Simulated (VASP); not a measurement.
Calculation: PBEsol GGA, VASP's PBE PAW potentials (set 64) (plane waves; VASP).

A VASP calculation is set up with these files.

### INCAR
```
SYSTEM = LiF
PREC = Accurate
ENCUT = 520
EDIFF = 1E-7
NELM = 100
ALGO = Normal
LREAL = .FALSE.
LASPH = .TRUE.
ISMEAR = 0
SIGMA = 0.05
GGA = PS
LWAVE = .FALSE.
LCHARG = .FALSE.
ISIF = 2
```

POSCAR:
```
LiF
1.0
  0.0000000000   2.0413099703   2.0413099703
  2.0413099703   0.0000000000   2.0413099703
  2.0413099703   2.0413099703   0.0000000000
Li F
1 1
Cartesian
  0.0000000000   0.0000000000   0.0000000000
  2.0413099703   2.0413099703   2.0413099703
```

### KPOINTS
```
Automatic mesh
0
Gamma
11 11 11
0 0 0
```

POTCAR, in this order: Li_sv F (PBE.64 set). Program: vasp_std.

Question: What does the run give for the energy per atom (σ→0), pressure, band gap (on the k-mesh)?

Answer: 
The energy per atom (σ→0) is -4.922 eV/atom and the band gap (on the k-mesh) is 8.57 eV. The pressure is -3.90 GPa.

File OSZICAR:
```
...
DAV:   6    -0.984242671779E+01    0.42875E+00   -0.23299E+00  1022   0.117E+01    0.144E+00
DAV:   7    -0.984033442314E+01    0.20923E-02   -0.15656E-02  1411   0.147E+00    0.845E-01
DAV:   8    -0.984290570817E+01   -0.25713E-02   -0.13546E-02  1460   0.159E+00    0.969E-02
DAV:   9    -0.984299482380E+01   -0.89116E-04   -0.91888E-04  1086   0.328E-01    0.430E-02
DAV:  10    -0.984303032766E+01   -0.35504E-04   -0.14998E-04  1143   0.113E-01    0.367E-03
DAV:  11    -0.984303115057E+01   -0.82291E-06   -0.18638E-06  1443   0.171E-02    0.238E-03
DAV:  12    -0.984303118903E+01   -0.38464E-07   -0.37167E-07  1116   0.729E-03
   1 F= -.98430312E+01 E0= -.98430312E+01  d E =-.280311E-31
```

The compound is LiF in the rock salt structure. This cell is one point of a volume scan, at 1.06 of the reference volume.
